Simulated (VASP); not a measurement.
Data:

```
CELL_PARAMETERS angstrom
      0.00000     3.12402     3.12402
      3.12402     0.00000     3.12402
      3.12402     3.12402     0.00000
ATOMIC_POSITIONS crystal
  Te 0.50000 0.50000 0.50000
  Pb 0.00000 0.00000 0.00000
```

All values below come from PBEsol GGA, VASP's PBE PAW potentials (set 64) (plane waves; VASP). Run with 480 eV cut-off, 8×8×8 Γ-centred mesh, Gaussian smearing of 0.050 eV, potentials Te Pb_d.

Task: Give the stress tensor in GPa (positive for a compressed cell).

Result: 
```
5.11  0.00  0.00
0.00  5.11  0.00
0.00  0.00  5.11
```
The pressure is its mean diagonal, 5.11 GPa.

The compound is PbTe in the rock salt structure. This cell was strained or had an atom moved on purpose.
